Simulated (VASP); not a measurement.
These are r2SCAN meta-GGA, VASP's PBE PAW potentials (set 64) (plane waves; VASP) values and carry that method's errors.

The input files of a VASP run:

File POSCAR:
```
GeTe4Pb3
12.837150
  0.3530611197   0.0000000000   0.0000000000
  0.0000000000   0.3530611197   0.0000000000
  0.0000000000   0.0000000000   1.0000000036
Ge Te Pb
1 4 3
Cart
  0.0000000000   0.0000000000   0.0000000000
  0.0000000000   0.0000000000   0.2376637019
  0.0000000000   0.0000000000   0.7623363018
  0.1765305599   0.1765305599   0.0000000000
  0.1765305599   0.1765305599   0.5000000018
  0.1765305599   0.1765305599   0.7534657525
  0.1765305599   0.1765305599   0.2465342511
  0.0000000000   0.0000000000   0.5000000018
```

File KPOINTS_OPT:
```
k-points along high-symmetry lines
6
Line-mode
Reciprocal
  0.000000   0.000000   0.000000 ! GAMMA
  0.000000   0.500000   0.000000 ! X

  0.000000   0.500000   0.000000 ! X
  0.500000   0.500000   0.000000 ! M

  0.500000   0.500000   0.000000 ! M
  0.000000   0.000000   0.000000 ! GAMMA

  0.000000   0.000000   0.000000 ! GAMMA
  0.000000   0.000000   0.500000 ! Z

  0.000000   0.000000   0.500000 ! Z
  0.000000   0.500000   0.500000 ! R

  0.000000   0.500000   0.500000 ! R
  0.500000   0.500000   0.500000 ! A

  0.500000   0.500000   0.500000 ! A
  0.000000   0.000000   0.500000 ! Z

  0.000000   0.500000   0.000000 ! X
  0.000000   0.500000   0.500000 ! R

  0.500000   0.500000   0.000000 ! M
  0.500000   0.500000   0.500000 ! A
```

INCAR:
```
! general
SYSTEM  = GeTe4Pb3
PREC    = Accurate
ENCUT   = 400
LREAL   = .False.
LASPH   = .True.

! electronic loop
EDIFF   = 1E-7
NELM    = 100
ALGO    = Normal
LMAXMIX = 4
LMIXTAU = .True.

! smearing
ISMEAR  = -5

! functional
METAGGA = R2SCAN

! ions
ISIF    = 2

! output
LWAVE   = .False.
LCHARG  = .False.
LORBIT  = 11
NEDOS   = 601

! other
LEFG    = .True.
```

### KPOINTS
```
Automatic mesh
0
G
  6 6 2
0 0 0
```

POTCAR, in this order: Ge_d Te Pb_d (PBE.64 set). Program: vasp_std.

Output of the run:

**OUTCAR**
```
 ion  position               nearest neighbor table
   1  0.000  0.000  0.000-   2 3.05   3 3.05   4 3.20   4 3.20   4 3.20   4 3.20
   2  0.000  0.000  0.238-   1 3.05   7 3.21   7 3.21   7 3.21   7 3.21   8 3.37
   3  0.000  0.000  0.762-   1 3.05   6 3.21   6 3.21   6 3.21   6 3.21   8 3.37
   4  0.500  0.500  0.000-   6 3.16   7 3.16   1 3.20   1 3.20   1 3.20   1 3.20
   5  0.500  0.500  0.500-   8 3.20   8 3.20   8 3.20   8 3.20   6 3.25   7 3.25
   6  0.500  0.500  0.753-   4 3.16   3 3.21   3 3.21   3 3.21   3 3.21   5 3.25
   7  0.500  0.500  0.247-   4 3.16   2 3.21   2 3.21   2 3.21   2 3.21   5 3.25
   8  0.000  0.000  0.500-   5 3.20   5 3.20   5 3.20   5 3.20   2 3.37   3 3.37
  LATTYP: Found a simple tetragonal cell.
 ALAT       =     4.5322985531
 C/A-ratio  =     2.8323707929
 Subroutine PRICEL returns:
 Original cell was already a primitive cell.
 Subroutine GETGRP returns: Found 16 space group operations
The static configuration has the point symmetry D_4h.
The dynamic configuration has the point symmetry D_4h.
 Subroutine INISYM returns: Found 16 space group operations
 Subroutine IBZKPT returns following result:
 Found     20 irreducible k-points:

 Following reciprocal coordinates:
            Coordinates               Weight
  0.000000  0.000000  0.000000      1.000000
  0.166667  0.000000  0.000000      4.000000
...
```

File OSZICAR:
```
       N       E                     dE             d eps       ncg     rms          rms(c)
DAV:   1     0.525450050564E+03    0.52545E+03   -0.31502E+04  2336   0.184E+03
DAV:   2    -0.183096803635E+03   -0.70855E+03   -0.68637E+03  1928   0.573E+02
DAV:   3    -0.295720735595E+03   -0.11262E+03   -0.10903E+03  2400   0.202E+02
DAV:   4    -0.302317596742E+03   -0.65969E+01   -0.65437E+01  2280   0.538E+01
DAV:   5    -0.302623831711E+03   -0.30623E+00   -0.30599E+00  2608   0.113E+01    0.671E+00
DAV:   6    -0.296420497343E+03    0.62033E+01   -0.42826E+00  2544   0.232E+01    0.516E+00
DAV:   7    -0.289649458277E+03    0.67710E+01   -0.10044E+00  2128   0.802E+00    0.236E+00
DAV:   8    -0.291013225728E+03   -0.13638E+01   -0.15449E+00  2016   0.738E+00    0.711E-01
DAV:   9    -0.286114292473E+03    0.48989E+01   -0.84630E-01  1968   0.541E+00    0.640E-01
DAV:  10    -0.286235481312E+03   -0.12119E+00   -0.23240E-01  2104   0.223E+00    0.366E-01
DAV:  11    -0.286508928973E+03   -0.27345E+00   -0.10695E+00  1992   0.524E+00    0.618E-01
DAV:  12    -0.286499544290E+03    0.93847E-02   -0.46703E-02  2480   0.117E+00    0.529E-01
DAV:  13    -0.286496950219E+03    0.25941E-02   -0.14295E-01  2008   0.184E+00    0.356E-01
DAV:  14    -0.286413782359E+03    0.83168E-01   -0.75343E-02  1968   0.159E+00    0.610E-01
DAV:  15    -0.286946334683E+03   -0.53255E+00   -0.28836E-01  1968   0.272E+00    0.135E+00
DAV:  16    -0.286912732327E+03    0.33602E-01   -0.27399E-02  2408   0.886E-01    0.168E+00
DAV:  17    -0.286907731668E+03    0.50007E-02   -0.14207E-03  2304   0.157E-01    0.181E+00
DAV:  18    -0.286893484547E+03    0.14247E-01   -0.40748E-04  2240   0.136E-01    0.191E+00
DAV:  19    -0.286826830666E+03    0.66654E-01   -0.24322E-02  2056   0.116E+00    0.285E+00
DAV:  20    -0.286977673087E+03   -0.15084E+00   -0.94168E-02  2040   0.260E+00    0.787E-01
DAV:  21    -0.287004941493E+03   -0.27268E-01   -0.14162E-02  2456   0.721E-01    0.629E-01
DAV:  22    -0.287039038702E+03   -0.34097E-01   -0.85335E-03  2032   0.452E-01    0.559E-01
DAV:  23    -0.287053576655E+03   -0.14538E-01   -0.13523E-02  2232   0.675E-01    0.246E-01
DAV:  24    -0.287053959021E+03   -0.38237E-03   -0.16275E-03  2080   0.242E-01    0.856E-02
DAV:  25    -0.287054380008E+03   -0.42099E-03   -0.59886E-04  2232   0.157E-01    0.129E-01
DAV:  26    -0.287054059566E+03    0.32044E-03   -0.43939E-04  2232   0.151E-01    0.346E-02
DAV:  27    -0.287054217084E+03   -0.15752E-03   -0.96830E-05  2552   0.668E-02    0.887E-02
DAV:  28    -0.287054570015E+03   -0.35293E-03   -0.27504E-04  1968   0.813E-02    0.758E-02
DAV:  29    -0.287054580296E+03   -0.10281E-04   -0.93325E-05  2432   0.698E-02    0.281E-02
DAV:  30    -0.287054602188E+03   -0.21891E-04   -0.66587E-06  2216   0.174E-02    0.344E-02
DAV:  31    -0.287054604560E+03   -0.23723E-05   -0.19055E-06  2336   0.874E-03    0.293E-02
DAV:  32    -0.287054616614E+03   -0.12054E-04   -0.85950E-06  2280   0.194E-02    0.158E-02
DAV:  33    -0.287054615959E+03    0.65429E-06   -0.18010E-06  2400   0.606E-03    0.100E-02
DAV:  34    -0.287054616414E+03   -0.45435E-06   -0.55126E-07  1824   0.522E-03    0.108E-02
DAV:  35    -0.287054615451E+03    0.96279E-06   -0.47997E-07  1776   0.523E-03    0.667E-03
DAV:  36    -0.287054615576E+03   -0.12555E-06   -0.55953E-07  1912   0.277E-03    0.515E-03
DAV:  37    -0.287054615560E+03    0.16265E-07   -0.23001E-07  1656   0.207E-03
   1 F= -.28705462E+03 E0= -.28705462E+03  d E =0.000000E+00
       N       E                     dE             ncg
       N       E                     dE             ncg
       N       E                     dE             ncg
```

### OUTCAR
```
------------------------ aborting loop because EDIFF is reached ----------------------------------------
  FORCE on cell =-STRESS in cart. coord.  units (eV):
  Direction    XX          YY          ZZ          XY          YZ          ZX
  --------------------------------------------------------------------------------------
  Total        0.1206230      0.1206230      0.0372359      0.0000000      0.0000000      0.0000000
  in kB        0.7328838      0.7328838      0.2262384      0.0000000      0.0000000      0.0000000
  external PRESSURE =       0.5640020 kB  Pullay stress =       0.0000000 kB
  volume of cell :      263.70
      direct lattice vectors                 reciprocal lattice vectors
     4.532298553  0.000000000  0.000000000     0.220638598  0.000000000  0.000000000
     0.000000000  4.532298553  0.000000000     0.000000000  0.220638598  0.000000000
     0.000000000  0.000000000 12.837150046     0.000000000  0.000000000  0.077898910
 POSITION                                       TOTAL-FORCE (eV/Angst)
 -----------------------------------------------------------------------------------
      0.00000      0.00000      0.00000         0.000000      0.000000      0.000000
      0.00000      0.00000      3.05092         0.000000      0.000000      0.017529
      0.00000      0.00000      9.78623         0.000000      0.000000     -0.017529
      2.26615      2.26615      0.00000         0.000000      0.000000      0.000000
      2.26615      2.26615      6.41858         0.000000      0.000000      0.000000
      2.26615      2.26615      9.67235         0.000000     -0.000000      0.012045
      2.26615      2.26615      3.16480        -0.000000     -0.000000     -0.012045
      0.00000      0.00000      6.41858         0.000000      0.000000      0.000000
 -----------------------------------------------------------------------------------
    total drift:                                0.000000      0.000000      0.000000
  FREE ENERGIE OF THE ION-ELECTRON SYSTEM (eV)
  ---------------------------------------------------
  free  energy   TOTEN  =      -287.0546155601 eV

  energy  without entropy=     -287.0546155601  energy(sigma->0) =     -287.05461556

 total charge

# of ion       s       p       d       tot
------------------------------------------
    1        1.333   0.664   9.993  11.990
    2        1.376   2.038   0.020   3.434
    3        1.376   2.038   0.020   3.434
    4        1.378   1.983   0.019   3.381
    5        1.376   2.055   0.019   3.450
    6        1.454   0.578   9.828  11.860
    7        1.454   0.578   9.828  11.860
    8        1.456   0.560   9.825  11.840
--------------------------------------------------
tot         11.203  10.494  39.552  61.248

 Electric field gradients after diagonalization (V/A^2)
 (convention: |V_zz| > |V_xx| > |V_yy|)
----------------------------------------------------------------------
 ion       V_xx      V_yy      V_zz     asymmetry (V_yy - V_xx)/ V_zz
----------------------------------------------------------------------
   1      10.500    10.500   -20.999       0.000
   2     -26.197   -26.197    52.393       0.000
   3     -26.197   -26.197    52.393       0.000
   4      45.081    45.081   -90.161       0.000
   5       4.504     4.504    -9.007       0.000
   6       0.614     0.614    -1.228       0.000
   7       0.614     0.614    -1.228       0.000
   8     -46.451   -46.451    92.902       0.000
```
(Selected blocks of OUTCAR.)

The structure comes from a computed database's GeTe4Pb3 entry (P4/mmm); how it stands against other phases isn't given here. It was relaxed first.
